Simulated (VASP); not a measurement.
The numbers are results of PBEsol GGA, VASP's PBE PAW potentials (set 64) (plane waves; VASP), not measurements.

Input for VASP

**INCAR**
```
# general
SYSTEM  = KMgF3
PREC    = Accurate
ENCUT   = 620
LREAL   = .False.   # projection in real space or not
LASPH   = .True.   # aspherical one-centre terms

# electronic loop
EDIFF   = 1E-6
NELM    = 100   # most electronic steps
ALGO    = Normal

# smearing
ISMEAR  = 0   # Gaussian
SIGMA   = 0.05   # width (eV)

# functional
GGA     = PS   # PBEsol

# ions
IBRION  = 2   # conjugate gradients
NSW     = 40   # most ionic steps
ISIF    = 3   # ions, shape and volume
EDIFFG  = -0.02
PSTRESS = 200   # kbar

# output
LWAVE   = .False.
LCHARG  = .False.
```

### POSCAR
```
KMgF3
1.0
  3.8447277946   0.0000000000   0.0000000000
  0.0000000000   3.8447277946   0.0000000000
  0.0000000000   0.0000000000   3.8447277946
K Mg F
1 1 3
direct
  0.0000000000   0.0000000000   0.0000000000
  0.5000000000   0.5000000000   0.5000000000
  0.5000000000   0.0000000000   0.5000000000
  0.0000000000   0.5000000000   0.5000000000
  0.5000000000   0.5000000000   0.0000000000
```

KPOINTS:
```
K-points
0
G
6 6 6
0 0 0
```

POTCAR, in this order: K_sv Mg F (PBE.64 set). Program: vasp_std.

Output of the run:

**OSZICAR**
```
       N       E                     dE             d eps       ncg     rms          rms(c)
DAV:   1     0.271074710160E+03    0.27107E+03   -0.19910E+04   800   0.183E+03
DAV:   2    -0.155497729822E+02   -0.28662E+03   -0.27547E+03  1040   0.420E+02
DAV:   3    -0.265379839928E+02   -0.10988E+02   -0.10965E+02   956   0.831E+01
DAV:   4    -0.269687489869E+02   -0.43076E+00   -0.43007E+00  1400   0.129E+01
DAV:   5    -0.269702755654E+02   -0.15266E-02   -0.15264E-02   928   0.775E-01    0.841E+00
DAV:   6    -0.251050637669E+02    0.18652E+01   -0.76162E+00   876   0.225E+01    0.433E+00
DAV:   7    -0.250819090519E+02    0.23155E-01   -0.27301E-01  1072   0.363E+00    0.282E+00
DAV:   8    -0.250729760075E+02    0.89330E-02   -0.64254E-02   932   0.282E+00    0.304E-01
DAV:   9    -0.250721832596E+02    0.79275E-03   -0.15893E-02   996   0.959E-01    0.118E-01
DAV:  10    -0.250723640169E+02   -0.18076E-03   -0.13247E-03  1048   0.291E-01    0.740E-02
DAV:  11    -0.250724010854E+02   -0.37069E-04   -0.16915E-04   952   0.110E-01    0.407E-02
DAV:  12    -0.250723843735E+02    0.16712E-04   -0.87770E-05   928   0.684E-02    0.352E-03
DAV:  13    -0.250723845394E+02   -0.16585E-06   -0.11111E-06   660   0.969E-03
   1 F= -.17977976E+02 E0= -.17977976E+02  d E =-.179780E+02
       N       E                     dE             d eps       ncg     rms          rms(c)
DAV:   1    -0.276984599529E+02   -0.26261E+01   -0.67251E+01   884   0.798E+01    0.144E+01
DAV:   2    -0.246751234703E+02    0.30233E+01   -0.12665E+01   844   0.294E+01    0.321E+00
DAV:   3    -0.244969481563E+02    0.17818E+00   -0.33998E-01  1008   0.554E+00    0.136E+00
DAV:   4    -0.244717819162E+02    0.25166E-01   -0.18979E-01  1392   0.255E+00    0.101E+00
DAV:   5    -0.244761219024E+02   -0.43400E-02   -0.96146E-03  1012   0.933E-01    0.248E-01
DAV:   6    -0.244759388707E+02    0.18303E-03   -0.66402E-03  1480   0.628E-01    0.926E-02
DAV:   7    -0.244760634180E+02   -0.12455E-03   -0.23646E-04  1028   0.122E-01    0.211E-02
DAV:   8    -0.244760610638E+02    0.23543E-05   -0.16392E-05  1036   0.339E-02    0.408E-03
DAV:   9    -0.244760622372E+02   -0.11735E-05   -0.14707E-06   816   0.716E-03    0.219E-03
DAV:  10    -0.244760618519E+02    0.38530E-06   -0.10176E-07   564   0.292E-03
   2 F= -.18082668E+02 E0= -.18082668E+02  d E =-.104692E+00
       N       E                     dE             d eps       ncg     rms          rms(c)
DAV:   1    -0.249918601237E+02   -0.51580E+00   -0.60128E+00   856   0.235E+01    0.417E+00
DAV:   2    -0.247261592711E+02    0.26570E+00   -0.11302E+00   848   0.872E+00    0.868E-01
DAV:   3    -0.247096131517E+02    0.16546E-01   -0.30041E-02  1044   0.152E+00    0.586E-01
DAV:   4    -0.247070735956E+02    0.25396E-02   -0.11699E-02  1372   0.630E-01    0.443E-01
DAV:   5    -0.247073821726E+02   -0.30858E-03   -0.68371E-04  1304   0.207E-01    0.868E-02
DAV:   6    -0.247073358195E+02    0.46353E-04   -0.63514E-04  1460   0.187E-01    0.174E-02
DAV:   7    -0.247073341435E+02    0.16760E-05   -0.17857E-05   956   0.342E-02    0.663E-03
DAV:   8    -0.247073326836E+02    0.14599E-05   -0.84250E-07   580   0.785E-03    0.995E-04
DAV:   9    -0.247073326570E+02    0.26650E-07   -0.23603E-07   548   0.396E-03
   3 F= -.18109302E+02 E0= -.18109302E+02  d E =-.131326E+00
```

### OUTCAR
```
------------------------ aborting loop because EDIFF is reached ----------------------------------------
  FORCE on cell =-STRESS in cart. coord.  units (eV):
  Direction    XX          YY          ZZ          XY          YZ          ZX
  --------------------------------------------------------------------------------------
  Total        6.5993857      6.5993857      6.5993857      0.0000000     -0.0000000      0.0000000
  in kB      200.0410668    200.0410668    200.0410668      0.0000000     -0.0000000      0.0000000
  external PRESSURE =       0.0410668 kB  Pullay stress =     200.0000000 kB
  volume of cell :       52.86
      direct lattice vectors                 reciprocal lattice vectors
     3.752882587 -0.000000000 -0.000000000     0.266461840 -0.000000000 -0.000000000
     0.000000000  3.752882587 -0.000000000     0.000000000  0.266461840 -0.000000000
     0.000000000  0.000000000  3.752882587     0.000000000  0.000000000  0.266461840
 POSITION                                       TOTAL-FORCE (eV/Angst)
 -----------------------------------------------------------------------------------
      0.00000      0.00000      0.00000         0.000000     -0.000000      0.000000
      1.87644      1.87644      1.87644        -0.000000     -0.000000      0.000000
      1.87644      0.00000      1.87644         0.000000      0.000000      0.000000
      0.00000      1.87644      1.87644        -0.000000      0.000000      0.000000
      1.87644      1.87644     -0.00000         0.000000     -0.000000      0.000000
 -----------------------------------------------------------------------------------
    total drift:                                0.000000     -0.000000     -0.000000
  FREE ENERGIE OF THE ION-ELECTRON SYSTEM (eV)
  ---------------------------------------------------
  free  energy   TOTEN  =       -24.7073326570 eV

  energy  without entropy=      -24.7073326570  energy(sigma->0) =      -24.70733266
  enthalpy is  TOTEN    =       -18.1093017576 eV   P V=        6.5980308994

 reached required accuracy - stopping structural energy minimisation
```
(Selected blocks of OUTCAR.)

CONTCAR:
```
KMgF3
   1.00000000000000
     3.7528825871267917   -0.0000000000000000   -0.0000000000000000
     0.0000000000000000    3.7528825871267917   -0.0000000000000000
     0.0000000000000000    0.0000000000000000    3.7528825871267912
  K               Mg              F
     1     1     3
Direct
     0.0000000000000000    0.0000000000000000    0.0000000000000000
     0.5000000000000000    0.5000000000000000    0.5000000000000000
     0.5000000000000000    0.0000000000000000    0.5000000000000000
     0.0000000000000000    0.5000000000000000    0.5000000000000000
     0.5000000000000000    0.5000000000000000    0.0000000000000000
```

Energy and stress use the plane-wave basis of the starting cell.

The compound is KMgF3 in the cubic perovskite structure. This run relaxes it under an external pressure of 20 GPa. Symmetry was kept, so distortions that lower it aren't found.
